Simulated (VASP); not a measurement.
Input:

```
CELL_PARAMETERS angstrom
      1.59186     0.91906     5.06591
     -1.59186     0.91906     5.06591
      0.00000    -1.83812     5.06591
ATOMIC_POSITIONS crystal
  Ca 0.00000 0.00000 0.00000
  Ru 0.50000 0.50000 0.50000
  N  0.23224 0.23224 0.23224
  N  0.76776 0.76776 0.76776
```

These are PBEsol GGA, VASP's PBE PAW potentials (set 64) (plane waves; VASP 6.6.1) values and carry that method's errors. Numerical set-up: 520 eV cut-off, 13×13×13 Γ-centred mesh, tetrahedra with Blöchl corrections, potentials Ca_sv Ru_pv N.

Task: Predict the energy per atom (σ→0), band gap (on the k-mesh) with the smallest direct gap where there is one.

Result: 
* **band gap (on the k-mesh)**: none (metal, semimetal or under 0.01 eV)
* **energy per atom (σ→0)**: -7763 meV/atom

The structure comes from a computed database's CaRuN2 entry (R-3m); how it stands against other phases isn't given here. It was relaxed first.
